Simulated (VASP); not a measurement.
Here is the system:

```
Ir
1.0
    0.00000     1.92000     1.92000
    1.92000     0.00000     1.92000
    1.92000     1.92000     0.00000
Ir
1
Direct
  0.00000   0.00000   0.00000
```

The numbers are results of revPBE GGA, VASP's PBE PAW potentials (set 64) (plane waves; VASP), not measurements. Run with 520 eV cut-off, 15×15×15 Γ-centred mesh, first-order Methfessel-Paxton smearing of 0.10 eV, potentials Ir.

Energy and stress use the plane-wave basis of the starting cell.

### Question
The ions, cell shape and volume are relaxed. Give the cell that the relaxation ends in.

### Answer

```
Ir
1.0
    0.00000     1.94135     1.94135
    1.94135     0.00000     1.94135
    1.94135     1.94135     0.00000
Ir
1
Cartesian
  0.00000   0.00000   0.00000
```
Space group Fm-3m (225), at a tolerance of 0.03 Å.

### Question
How do energy and volume change from the first to the last step?

### Answer
The energy (σ→0) changes by -17.4 meV/atom and the volume by +3.4 %, in 4 ionic steps.

| step | E(σ→0) (eV) | max force (eV/Å) | pressure (GPa) | volume (Å³) |
|---|---|---|---|---|
| 1 | -8.3061 | 0.000 | 12.19 | 14.16 |
| 2 | -8.1305 | 0.000 | -29.48 | 16.48 |
| 3 | -8.3235 | 0.000 | -0.58 | 14.66 |
| 4 | -8.3235 | 0.000 | -0.06 | 14.63 |

The compound is Ir in the fcc structure. This run relaxes it. Symmetry was kept, so distortions that lower it aren't found.
